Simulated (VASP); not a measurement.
Input:

```
Sc
1.0
    1.65500    -2.86654     0.00000
    1.65500     2.86654     0.00000
    0.00000     0.00000     5.27000
Sc
2
Direct
  0.33333   0.66667   0.25000
  0.66667   0.33333   0.75000
```

These are PBE GGA, VASP's PBE PAW potentials (set 64) (plane waves; VASP 6.6.1) values and carry that method's errors. Numerical set-up: 300 eV cut-off, 11×11×6 Γ-centred mesh, Fermi-Dirac smearing of 0.10 eV, potentials Sc_sv.

### Question
Give the energies of bands 9 to 14 at the high-symmetry points, in eV from the Fermi level.

### Answer

```json
[
 {"band": "9", "Γ": "-5.11", "M": "-1.59", "K": "-0.66", "A": "-3.63", "L": "-1.46", "H": "-0.39"},
 {"band": "10", "Γ": "-1.66", "M": "-1.03", "K": "-0.66", "A": "-3.63", "L": "-1.46", "H": "-0.39"},
 {"band": "11", "Γ": "0.42", "M": "-0.68", "K": "-0.58", "A": "0.89", "L": "0.04", "H": "-0.12"},
 {"band": "12", "Γ": "1.59", "M": "-0.30", "K": "-0.45", "A": "0.89", "L": "0.04", "H": "-0.12"},
 {"band": "13", "Γ": "1.59", "M": "1.21", "K": "0.98", "A": "1.53", "L": "1.24", "H": "0.25"},
 {"band": "14", "Γ": "1.71", "M": "1.40", "K": "0.98", "A": "1.53", "L": "1.24", "H": "0.25"}
]
```

It has no gap at this level: it comes out as a metal or semimetal.

The structure is a typed Sc crystal (P6_3/mmc). The cell was not relaxed at this level.
